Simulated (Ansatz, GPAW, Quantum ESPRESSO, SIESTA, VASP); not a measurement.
**One calculation of GaGe3, 6 ways**

```
Ge Ga
1.0
     0.00000    3.38717    3.38717
     3.38717    0.00000    3.38717
     3.38717    3.38717    0.00000
Ge Ga
3 1
Direct
  0.50734 0.50116 0.49465
  0.75945 0.75176 0.74618
  0.24907 0.25508 0.25198
  0.00983 0.98232 0.01066
```

The cell comes from a database or a generator and needn't be the stable form of this composition.

Atoms were shifted at random by some hundredths of an Å from the given cell, which wasn't relaxed again for these runs.

Alike in all runs: task single point; functional PBEsol; k mesh 7 × 7 × 7; occupations fermi-dirac, width 0.05 eV; no spin polarisation; no spin-orbit coupling. Pressure is positive in compression and, in plane waves, holds the error of the finite cutoff, which Ansatz's Pulay term estimates and takes out.

```json
{"program and potentials": "Ansatz, Ansatz PAW", "plane-wave cutoff (eV)": "420", "notes": "potentials made for PBE, which Ansatz adapts in part; 13.75 valence electrons an atom on average; Pulay term of +0.03 GPa included", "pressure (GPa)": "-3.84", "largest force (eV/Å)": "0.155", "energy over the undisturbed cell (meV/atom)": "1.93"}
{"program and potentials": "VASP, PBE PAW files Ga_d, Ge_d, 520 eV", "plane-wave cutoff (eV)": "520", "notes": "potentials made for PBE; 13.75 valence electrons an atom on average", "pressure (GPa)": "-3.82", "largest force (eV/Å)": "0.156", "energy over the undisturbed cell (meV/atom)": "-"}
{"program and potentials": "Quantum ESPRESSO, GBRV 1.5 PBEsol", "plane-wave cutoff (eV)": "762", "notes": "15.25 valence electrons an atom on average", "pressure (GPa)": "-3.84", "largest force (eV/Å)": "0.156", "energy over the undisturbed cell (meV/atom)": "1.94"}
{"program and potentials": "GPAW, PAW data sets generated for this functional", "plane-wave cutoff (eV)": "600", "notes": "3.75 valence electrons an atom on average", "pressure (GPa)": "-4.05", "largest force (eV/Å)": "0.167", "energy over the undisturbed cell (meV/atom)": "2.07"}
{"program and potentials": "SIESTA, files PseudoDojo sr-pbesol-0.4.1-standard, DZP (energy shift 0.003 Ry; two zetas on semicore shells)", "plane-wave cutoff (eV)": "-", "notes": "atomic basis; 13.75 valence electrons an atom on average", "pressure (GPa)": "-2.38", "largest force (eV/Å)": "0.195", "energy over the undisturbed cell (meV/atom)": "2.43"}
{"program and potentials": "Ansatz, all-electron LAPW, scalar-relativistic", "plane-wave cutoff (eV)": "-", "notes": "-", "pressure (GPa)": "-3.81", "largest force (eV/Å)": "0.155", "energy over the undisturbed cell (meV/atom)": "-"}
```

Force on atom 4 (Ga), eV/Å:

```json
{"program and potentials": "Ansatz, Ansatz PAW", "x": "0.046", "y": "-0.107", "z": "0.102"}
{"program and potentials": "VASP, PBE PAW files Ga_d, Ge_d, 520 eV", "x": "0.046", "y": "-0.108", "z": "0.103"}
{"program and potentials": "Quantum ESPRESSO, GBRV 1.5 PBEsol", "x": "0.046", "y": "-0.108", "z": "0.103"}
{"program and potentials": "GPAW, PAW data sets generated for this functional", "x": "0.049", "y": "-0.115", "z": "0.110"}
{"program and potentials": "SIESTA, files PseudoDojo sr-pbesol-0.4.1-standard, DZP (energy shift 0.003 Ry; two zetas on semicore shells)", "x": "0.054", "y": "-0.135", "z": "0.130"}
{"program and potentials": "Ansatz, all-electron LAPW, scalar-relativistic", "x": "0.046", "y": "-0.108", "z": "0.102"}
```

The pressure spans -4.05 (GPAW, PAW data sets generated for this functional) to -2.38 GPa (SIESTA, files PseudoDojo sr-pbesol-0.4.1-standard, DZP (energy shift 0.003 Ry; two zetas on semicore shells)), with all-electron results at -3.81. Rows in atomic bases carry the error of their basis and grid, which can be large.

Differences between rows come from potentials, basis sets and numerical settings, since the functional is the same but for its coding. Runs on potential files found faulty are left out.
